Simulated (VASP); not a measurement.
An input for Quantum ESPRESSO's pw.x (written as the equivalent of a VASP run, and not itself run):

```
&CONTROL
  calculation = 'vc-relax'
  pseudo_dir = './pseudo'
  outdir = './out'
  tprnfor = .true.
  tstress = .true.
  nstep = 40
  forc_conv_thr = 0.00078
/
&SYSTEM
  ibrav = 0
  nat = 8
  ntyp = 2
  ecutwfc = 96
  occupations = 'smearing'
  smearing = 'methfessel-paxton'
  degauss = 0.00735
  input_dft = 'pz'
/
&ELECTRONS
  conv_thr = 7.3e-08
  electron_maxstep = 100
/
&IONS
/
&CELL
  press = 50
/
ATOMIC_SPECIES
  Co 58.933 Co.upf
  Si 28.085 Si.upf
CELL_PARAMETERS angstrom
     4.3528805    0.0000000    0.0000000
     0.0000000    4.3528805    0.0000000
     0.0000000    0.0000000    4.3528805
ATOMIC_POSITIONS crystal
  Co   0.8543472  0.6456528  0.3543472
  Co   0.3543472  0.8543472  0.6456528
  Co   0.1456528  0.1456528  0.1456528
  Co   0.6456528  0.3543472  0.8543472
  Si   0.1568774  0.3431226  0.6568774
  Si   0.6568774  0.1568774  0.3431226
  Si   0.8431226  0.8431226  0.8431226
  Si   0.3431226  0.6568774  0.1568774
K_POINTS automatic
  7 7 7 0 0 0
```

Q: Translate this input to VASP (INCAR, KPOINTS, POSCAR, choice of POTCAR).

A: Several could match; the one computed here: 
KPOINTS:
```
Regular mesh
0
Gamma
  7 7 7
0 0 0
```

**INCAR**
```
SYSTEM = CoSi
PREC = Accurate; ENCUT = 500; LREAL = .False.
LASPH = .True.
EDIFF = 1E-6; NELM = 100; ALGO = Normal
LMAXMIX = 4
ISMEAR = 1; SIGMA = 0.1
IBRION = 2; NSW = 40; ISIF = 3
EDIFFG = -0.02; PSTRESS = 50
LWAVE = .False.; LCHARG = .False.
```

### POSCAR
```
CoSi
1
    4.3528804722     0.0000000000     0.0000000000
    0.0000000000     4.3528804722     0.0000000000
    0.0000000000     0.0000000000     4.3528804722
Co Si
4 4
Direct
  0.8543471956   0.6456528044   0.3543471956
  0.3543471956   0.8543471956   0.6456528044
  0.1456528044   0.1456528044   0.1456528044
  0.6456528044   0.3543471956   0.8543471956
  0.1568774335   0.3431225665   0.6568774335
  0.6568774335   0.1568774335   0.3431225665
  0.8431225665   0.8431225665   0.8431225665
  0.3431225665   0.6568774335   0.1568774335
```

POTCAR, in this order: Co Si (LDA.64 set). Program: vasp_std.

Limits of the translation: the potentials are each code's own (VASP's PAW set, PseudoDojo norm-conserving files in pw.x), so ENCUT and ecutwfc are chosen apart and not converted; conv_thr bounds pw.x's estimated SCF error, while EDIFF bounds the energy change between steps; forc_conv_thr acts on force components and is met together with etot_conv_thr.

The compound is CoSi in the B20 structure. This run relaxes it under an external pressure of 5 GPa. Symmetry was kept, so distortions that lower it aren't found.
